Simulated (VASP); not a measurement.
# Zr2ZnN2 (P6_3/mmc) in VASP: further runs

Runs on Zr2ZnN2. Level: PBE. Tasks: relaxation of cell and atoms.

Everything below comes from runs of VASP 6.6.1. Logs are shortened: lines on timing, memory, paths and dates and some standing lists are left out, and cuts for length are marked.

### 1 The crystal as given

It takes space group P6_3/mmc (No. 194, hexagonal). The conventional cell has a = 3.586 Å, b = 3.586 Å, c = 14.766 Å, α = 90.00°, β = 90.00°, γ = 120.00°. Around Zr (site symmetry 3m) lie 4 N at 2.11 to 2.21 Å. Zn (site symmetry -6m2) has 6 Zr at 3.16 Å and 6 N at 3.47 Å and 6 Zn at 3.59 Å as nearest neighbours. Around N (site symmetry 3m) lie 4 Zr at 2.11 to 2.21 Å.

The cell was built by a generator and needn't be a form met in nature.

### 2 Relaxation of cell and atoms, PBE

File INCAR:

```
SYSTEM = Zr2ZnN2
ALGO     = Normal         ! electronic algorithm
EDIFF    = 1E-6           ! SCF threshold, eV
EDIFFG   = -0.01          ! ionic threshold
ENCUT    = 520            ! plane-wave cutoff, eV
GGA      = PE             ! functional
IBRION   = 2              ! ionic algorithm
ISIF     = 3              ! what is computed and relaxed
ISMEAR   = 0              ! smearing method
KPAR     = 4            
LASPH    = .TRUE.         ! aspherical terms in the spheres
LCHARG   = .FALSE.        ! write CHGCAR
LREAL    = .FALSE.        ! projectors in reciprocal space
LWAVE    = .FALSE.        ! write WAVECAR
NELM     = 120            ! most SCF steps
NSW      = 90             ! ionic steps
PREC     = Accurate       ! precision mode
SIGMA    = 0.1            ! smearing width, eV
```

File KPOINTS:

```
k-points
0
G
  10 10 2
  0 0 0
```

File POSCAR:

```
Zr2ZnN2
1.0
    3.5861874600      0.0000000000      0.0000000000
   -1.7930937300      3.1057294400      0.0000000000
    0.0000000000      0.0000000000     14.7660000000
Zr Zn N
4 2 4
Direct
    0.3333333300      0.6666666700      0.9118244600
    0.6666666700      0.3333333300      0.0881755400
    0.6666666700      0.3333333300      0.4118244600
    0.3333333300      0.6666666700      0.5881755400
    0.0000000000      0.0000000000      0.7500000000
    0.0000000000      0.0000000000      0.2500000000
    0.6666666700      0.3333333300      0.9385751000
    0.3333333300      0.6666666700      0.0614249000
    0.3333333300      0.6666666700      0.4385751000
    0.6666666700      0.3333333300      0.5614249000
```

Potentials or basis: VASP PAW PBE potentials, release 64 (Zr_sv, Zn, N).

Command:

```bash
cat potpaw_PBE.64/Zr_sv/POTCAR potpaw_PBE.64/Zn/POTCAR potpaw_PBE.64/N/POTCAR > POTCAR
mpirun -np 4 vasp_std > vasp.out
```

OUTCAR:

```text
SYSTEM = Zr2ZnN2
   EDIFF = 1E-6
   EDIFFG = -0.01
   ENCUT = 520
   GGA = PE
   IBRION = 2
   ISIF = 3
   ISMEAR = 0
   LASPH = .TRUE.
   LREAL = .FALSE.
   NELM = 120
   NSW = 90
   PREC = Accurate

 ion  position               nearest neighbor table
   1  0.333  0.667  0.912-   7 2.11   7 2.11   7 2.11   8 2.21   5 3.16   5 3.16   5 3.16   2 3.33
                             2 3.33   2 3.33
   2  0.667  0.333  0.088-   8 2.11   8 2.11   8 2.11   7 2.21   6 3.16   6 3.16   6 3.16   1 3.33
                             1 3.33   1 3.33
   3  0.667  0.333  0.412-   9 2.11   9 2.11   9 2.11  10 2.21   6 3.16   6 3.16   6 3.16   4 3.33
                             4 3.33   4 3.33
   4  0.333  0.667  0.588-  10 2.11  10 2.11  10 2.11   9 2.21   5 3.16   5 3.16   5 3.16   3 3.33
                             3 3.33   3 3.33
   5  0.000  0.000  0.750-   1 3.16   4 3.16   1 3.16   4 3.16   1 3.16   4 3.16
   6  0.000  0.000  0.250-   2 3.16   3 3.16   2 3.16   3 3.16   2 3.16   3 3.16
   7  0.667  0.333  0.939-   1 2.11   1 2.11   1 2.11   2 2.21
   8  0.333  0.667  0.061-   2 2.11   2 2.11   2 2.11   1 2.21
   9  0.333  0.667  0.439-   3 2.11   3 2.11   3 2.11   4 2.21
  10  0.667  0.333  0.561-   4 2.11   4 2.11   4 2.11   3 2.21

  LATTYP: Found a hexagonal cell.
 ALAT       =     3.5861874600
 C/A-ratio  =     4.1174646236

  Lattice vectors:

 A1 = (   3.5861874600,   0.0000000000,   0.0000000000)
 A2 = (  -1.7930937300,   3.1057294400,   0.0000000000)
 A3 = (   0.0000000000,   0.0000000000,  14.7660000000)

Analysis of symmetry for initial positions (statically):
=====================================================================
 Subroutine PRICEL returns:
 Original cell was already a primitive cell.

 Routine SETGRP: Setting up the symmetry group for a
 hexagonal supercell.

 Subroutine GETGRP returns: Found 24 space group operations
 (whereof 12 operations were pure point group operations)
 out of a pool of 24 trial point group operations.

The static configuration has the point symmetry D_3d.
 The point group associated with its full space group is D_6h.

Analysis of symmetry for dynamics (positions and initial velocities):
=====================================================================
 Subroutine PRICEL returns:
 Original cell was already a primitive cell.

 Routine SETGRP: Setting up the symmetry group for a
 hexagonal supercell.

 Subroutine GETGRP returns: Found 24 space group operations
 (whereof 12 operations were pure point group operations)
 out of a pool of 24 trial point group operations.

The dynamic configuration has the point symmetry D_3d.
 The point group associated with its full space group is D_6h.

 Subroutine INISYM returns: Found 24 space group operations
 (whereof 12 operations are pure point group operations),
 and found     1 'primitive' translations

----------------------------------------------------------------------------------------

                                     Primitive cell

  volume of cell :     164.4597

  direct lattice vectors                    reciprocal lattice vectors
     3.586187460  0.000000000  0.000000000     0.278847665  0.160992775  0.000000000
    -1.793093730  3.105729440  0.000000000     0.000000000  0.321985549  0.000000000
     0.000000000  0.000000000 14.766000000     0.000000000  0.000000000  0.067723148

  length of vectors
     3.586187460  3.586187457 14.766000000     0.321985549  0.321985549  0.067723148

  position of ions in fractional coordinates (direct lattice)
     0.333333330  0.666666670  0.911824460
     0.666666670  0.333333330  0.088175540
     0.666666670  0.333333330  0.411824460
     0.333333330  0.666666670  0.588175540
     0.000000000  0.000000000  0.750000000
     0.000000000  0.000000000  0.250000000
     0.666666670  0.333333330  0.938575100
     0.333333330  0.666666670  0.061424900
     0.333333330  0.666666670  0.438575100
     0.666666670  0.333333330  0.561424900

  ion indices of the primitive-cell ions
   primitive index   ion index
                 1           1
                 2           2
                 3           3
                 4           4
                 5           5
                 6           6
                 7           7
                 8           8
                 9           9
                10          10

----------------------------------------------------------------------------------------

 KPOINTS: k-points

Automatic generation of k-mesh.
 Grid dimensions read from file:
 generate k-points for:   10   10    2

 Generating k-lattice:

  Cartesian coordinates                     Fractional coordinates (reciprocal lattice)
     0.027884767  0.016099277  0.000000000     0.100000000  0.000000000  0.000000000
     0.000000000  0.032198555  0.000000000     0.000000000  0.100000000  0.000000000
     0.000000000  0.000000000  0.033861574     0.000000000  0.000000000  0.500000000

  Length of vectors
     0.032198555  0.032198555  0.033861574

  Shift w.r.t. Gamma in fractional coordinates (k-lattice)
     0.000000000  0.000000000  0.000000000

 Subroutine IBZKPT returns following result:
 ===========================================

 Found     28 irreducible k-points:

 Following reciprocal coordinates:
            Coordinates               Weight
  0.000000  0.000000  0.000000      1.000000
  0.100000 -0.000000  0.000000      6.000000
  0.200000 -0.000000  0.000000      6.000000
  0.300000  0.000000  0.000000      6.000000
  0.400000  0.000000  0.000000      6.000000
  0.500000  0.000000  0.000000      3.000000
[... 16 lines left out ...]
  0.300000  0.100000  0.500000     12.000000
  0.400000  0.100000  0.500000     12.000000
 [... further k-points ...]
   k-points           NKPTS =     28   k-points in BZ     NKDIM =     28   number of bands    NBANDS=     55
   number of dos      NEDOS =    301   number of ions     NIONS =     10
   total plane-waves  NPLWV =  87808
   dimension x,y,z NGX =    28 NGY =   28 NGZ =  112
   dimension x,y,z NGXF=    56 NGYF=   56 NGZF=  224
   ions per type =               4   2   4
   NGX,Y,Z   is equivalent  to a cutoff of  12.98, 12.98, 12.61 a.u.
   NGXF,Y,Z  is equivalent  to a cutoff of  25.96, 25.96, 25.22 a.u.
 SYSTEM =  Zr2ZnN2
   PREC   = accura    normal or accurate (medium, high low for compatibility)
   ISTART =      0    job   : 0-new  1-cont  2-samecut
   ICHARG =      2    charge: 1-file 2-atom 10-const
   ISPIN  =      1    spin polarized calculation?
   LNONCOLLINEAR =      F non collinear calculations
   LSORBIT =      F    spin-orbit coupling
   LASPH  =      T    aspherical Exc in radial PAW
   ENCUT  =  520.0 eV  38.22 Ry    6.18 a.u.   6.67  6.67 27.45*2*pi/ulx,y,z
   NELM   =    120;   NELMIN=  2; NELMDL= -5     # of ELM steps
   EDIFF  = 0.1E-05   stopping-criterion for ELM
   LREAL  =      F    real-space projection
   EDIFFG = -.1E-01   stopping-criterion for IOM
   NSW    =     90    number of steps for IOM
   IBRION =      2    ionic relax: 0-MD 1-quasi-New 2-CG
   NFREE  =      1    steps in history (QN), initial steepest desc. (CG)
   ISIF   =      3    stress and relaxation
   ISYM   =      2    0-nonsym 1-usesym 2-fastsym
   POTIM  = 0.5000    time-step for ionic-motion
   TEBEG  =    0.0;   TEEND  =   0.0 temperature during run
   PSTRESS=    0.0 pullay stress
   NELECT =      92.0000    total number of electrons
   NUPDOWN=      -1.0000    fix difference up-down
   EMIN   =  10.00;   EMAX   =-10.00  energy-range for DOS
   EFERMI =   0.00;   METHOD = LEGACY
   ISMEAR =     0;   SIGMA  =   0.10  broadening in eV -4-tet -1-fermi 0-gaus
   EFERMI_NEDOS =   21; number of points for ismear=-14 and -15
   IALGO  =     38    algorithm
   IMIX   =      4    mixing-type and parameters
     AMIX     =   0.40;   BMIX     =  1.00
     AMIX_MAG =   1.60;   BMIX_MAG =  1.00
  volume/ion in A,a.u.               =      16.45       110.98
  Fermi-wavevector in a.u.,A,eV,Ry     =   1.348914  2.549078 24.756741  1.819569
  Thomas-Fermi vector in A             =   2.476544
   LORBIT       =      0    0 simple, 1 ext, 2 COOP (PROOUT), +10 PAW based schemes
   GGA     = PE    functional components
   LHFCALC =     F    Hartree Fock is set to
   AEXX    =    0.0000 exact exchange contribution
   IVDW    =     0    specifies the selected vdW correction
   LEPSILON=     F    determine dielectric tensor
   LRPA    =     F    only Hartree local field effects (RPA)
 conjugate gradient relaxation of ions
 non-spin polarized calculation
 Gauss-broadening in eV      SIGMA  =   0.10
  energy-cutoff  :      520.00
  volume of cell :      164.46
 maximum number of plane-waves:      4467
 NGX is ok and might be reduce to    28
   NGX = 13   NGY = 13   NGZ = 55

--------------------------------------- Ionic step        1  -------------------------------------------

 number of electron      92.0000036 magnetization

 Free energy of the ion-electron system (eV)
  ---------------------------------------------------
  ext. energy  EPLUGINS =         0.00000000
  ---------------------------------------------------
  free energy    TOTEN  =       -79.99525735 eV

  energy without entropy =      -79.97113371  energy(sigma->0) =      -79.98319553

------------------------ aborting loop because EDIFF is reached ----------------------------------------

  FORCE on cell =-STRESS in cart. coord.  units (eV):
  Direction    XX          YY          ZZ          XY          YZ          ZX
  --------------------------------------------------------------------------------------
  -------------------------------------------------------------------------------------
  Total        1.4857303      1.4857303     -0.2487877      0.0000000      0.0000000     -0.0000000
  in kB       14.4740839     14.4740839     -2.4237067      0.0000000      0.0000000     -0.0000000
  external PRESSURE =       8.8414870 kB  Pullay stress =       0.0000000 kB
[... 293 lines left out ...]
  energy  without entropy=      -79.9945028690  energy(sigma->0) =      -80.00548335

--------------------------------------- Ionic step        8  -------------------------------------------

 number of electron      92.0000002 magnetization

 Free energy of the ion-electron system (eV)
  ---------------------------------------------------
  ext. energy  EPLUGINS =         0.00000000
  ---------------------------------------------------
  free energy    TOTEN  =       -80.01647006 eV

  energy without entropy =      -79.99450897  energy(sigma->0) =      -80.00548952

 E-fermi :   6.7399     XC(G=0): -10.7684

 val. band max:        6.7078293422   @ k =   0.2000   0.2000   0.5000
 cond. band min:       6.7414818638   @ k =   0.4000   0.1000   0.0000
 fundamental gap:      0.0336525216
 Fermi energy:         6.7399414617

 k-point     1 :       0.0000    0.0000    0.0000
  band No.  band energies     occupation
      1     -42.7799      2.00000
      2     -42.7798      2.00000
      3     -42.7243      2.00000
      4     -42.7241      2.00000
      5     -21.1500      2.00000
      6     -21.1447      2.00000
[... 1381 lines left out ...]
     54       8.9730      0.00000
     55       9.2240      0.00000

 [... further k-points ...]

------------------------ aborting loop because EDIFF is reached ----------------------------------------

  FORCE on cell =-STRESS in cart. coord.  units (eV):
  Direction    XX          YY          ZZ          XY          YZ          ZX
  --------------------------------------------------------------------------------------
  -------------------------------------------------------------------------------------
  Total        0.0410606      0.0410606      0.0371017     -0.0000000      0.0000000      0.0000000
  in kB        0.4019850      0.4019850      0.3632272     -0.0000000      0.0000000      0.0000000
  external PRESSURE =       0.3890657 kB  Pullay stress =       0.0000000 kB
[... 25 lines left out ...]
  FREE ENERGIE OF THE ION-ELECTRON SYSTEM (eV)
  ---------------------------------------------------
  free  energy   TOTEN  =       -80.0164700642 eV

  energy  without entropy=      -79.9945089732  energy(sigma->0) =      -80.00548952

 reached required accuracy - stopping structural energy minimisation
```

Run time: 8 min. Hardware: 4 MPI ranks of Intel Xeon Platinum 8488C (Sapphire Rapids), shared host; peak memory 0.44 GiB.

Results:

| Item | Value |
| --- | --- |
| Free energy | -80.0165 eV |
| Relaxed volume | 16.37 Å³/atom |
| Relaxed cell | a = 3.602 Å, b = 3.602 Å, c = 14.561 Å, α = 90.00°, β = 90.00°, γ = 120.00° |
| Space group after relaxing (to 0.05 Å) | P6_3/mmc (No. 194) |
| Energy gained by relaxing | 2.1 meV/atom |
| Ionic steps | 8 |
| Pressure after relaxing | 0.0 GPa |
| Largest force after relaxing | 0.010 eV/Å |
| Band gap on the k mesh | none (metal or under the smearing width) |

Forces in eV/Å, atoms in the order of the input:
```
Zr   0.000  0.000 -0.010
Zr   0.000  0.000  0.010
Zr   0.000  0.000 -0.010
Zr   0.000  0.000  0.010
Zn   0.000  0.000  0.000
Zn   0.000  0.000  0.000
N    0.000  0.000  0.003
N    0.000  0.000 -0.003
N    0.000  0.000  0.003
N    0.000  0.000 -0.003
```

Step by step:
```csv
step,energy change (eV),largest force (eV/Å),pressure (GPa),volume (Å³)
1,0.0000,0.2186,0.88,164.46
2,-0.0028,0.1189,-1.71,166.63
3,-0.0087,0.1005,-0.56,165.64
4,-0.0155,0.0880,-0.35,164.95
5,-0.0200,0.0714,-0.01,163.90
6,-0.0200,0.0700,0.02,163.78
7,-0.0212,0.0111,0.03,163.66
8,-0.0212,0.0098,0.04,163.65
```

Final structure:
```
Zr Zn N
1.0
     3.60248    0.00000    0.00000
    -1.80124    3.11984    0.00000
     0.00000    0.00000   14.56102
Zr Zn N
4 2 4
Cartesian
  0.0000 2.0799 13.2569
  1.8012 1.0399 1.3041
  1.8012 1.0399 5.9764
  0.0000 2.0799 8.5846
  0.0000 0.0000 10.9208
  0.0000 0.0000 3.6403
  1.8012 1.0399 13.6445
  0.0000 2.0799 0.9165
  0.0000 2.0799 6.3640
  1.8012 1.0399 8.1970
```

Levels at points of the mesh, in eV from the Fermi level:
```
           k point  band 43  band 44  band 45  band 46  band 47  band 48
(0.00, 0.00, 0.00)    -3.56    -1.66    -0.49     1.38     1.47     1.47
(0.50, 0.00, 0.00)    -2.69    -2.27    -1.40    -0.50    -0.15     0.14
(0.00, 0.00, 0.50)    -2.75    -2.75     0.60     0.60     1.49     1.49
(0.50, 0.00, 0.50)    -2.55    -2.55    -0.88    -0.88    -0.11    -0.11
```

[end of part 1 of 2]
